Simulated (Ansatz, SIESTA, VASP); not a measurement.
WS2 (P6_3/mmc, 6 atoms in the cell) computed with different codes at matched settings

Self-consistent single point.

```
CELL_PARAMETERS angstrom
      1.57500    -2.72798     0.00000
      1.57500     2.72798     0.00000
      0.00000     0.00000    12.32000
ATOMIC_POSITIONS crystal
  W  0.33333 0.66667 0.25000
  W  0.66667 0.33333 0.75000
  S  0.33333 0.66667 0.87800
  S  0.66667 0.33333 0.37800
  S  0.66667 0.33333 0.12200
  S  0.33333 0.66667 0.62200
```

Shared settings, as Ansatz (an electronic-structure program) writes them: kpoints.mp_grid.grid = 7 7 2; magnetization.spin_orbit = true; scf.occupations.method = fermi_dirac; scf.occupations.width = 0.0015 Ry. Potentials and cutoffs stand in the table.

```csv
code,model,pressure (GPa),largest force (eV/Å),cutoff
Ansatz,"PBE with spin-orbit coupling, default PAW files",3.99,0.010,default
VASP,"PBE, spin-orbit coupling, VASP's PBE PAW potentials (set 64)",3.78,0.049,300 eV
SIESTA,"GGA PBE with spin-orbit coupling, numerical atomic orbitals DZP, PseudoDojo PBE fully relativistic norm-conserving potentials (rewritten from UPF to PSML)",–,0.388,grid 350 Ry
```

A dash marks a value that a program does not give, or that is left out as unsure.

The spread over the programs that give each value: pressure within 0.21 GPa; largest force within 0.378 eV/Å.

SIESTA uses small atom-centred bases, whose incompleteness enters pressures, forces and empty levels differently from a plane-wave cutoff. Ansatz's pressure is given at a fixed set of plane waves, as the other plane-wave codes print theirs. In the force vectors, SIESTA (by 0.358) lies more than 0.08 eV/Å from the median of the plane-wave programs.

This mesh misses zone-boundary points where a band edge of such crystals can lie, so no gaps are given.

VASP's run is marked for a possible Pulay error in its stress at this cutoff; no cutoff test was made.

The starting cell has typed, rounded lattice constants, without a prior relaxation at this level.

Keys are those of Ansatz 0.2.
